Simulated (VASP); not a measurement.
Given:

```
HfC
1.0
    0.00000     2.27656     2.27656
    2.27656     0.00000     2.27656
    2.27656     2.27656     0.00000
Hf C
1 1
Direct
  0.00000   0.00000   0.00000
  0.50000   0.50000   0.50000
```

Computed with optB88-vdW, VASP's PBE PAW potentials (set 64) (plane waves; VASP). Run with 520 eV cut-off, 14×14×14 Γ-centred mesh, first-order Methfessel-Paxton smearing of 0.10 eV, potentials Hf_pv C.

Unless said otherwise, spin-orbit coupling is left out, though it shifts the bands of the heavy elements here.

**Question.** What does the run give for the energy per atom (σ→0), pressure, band gap (on the k-mesh) with the smallest direct gap where there is one?

**Answer.** 
```
Quantity                                                     Value
------------------------  ----------------------------------------
band gap (on the k-mesh)  none (metal, semimetal or under 0.01 eV)
energy per atom (σ→0)                               -8.684 eV/atom
pressure                                                 16.91 GPa
```

The compound is HfC in the rock salt structure. This cell is one point of a volume scan, at 0.94 of the reference volume.
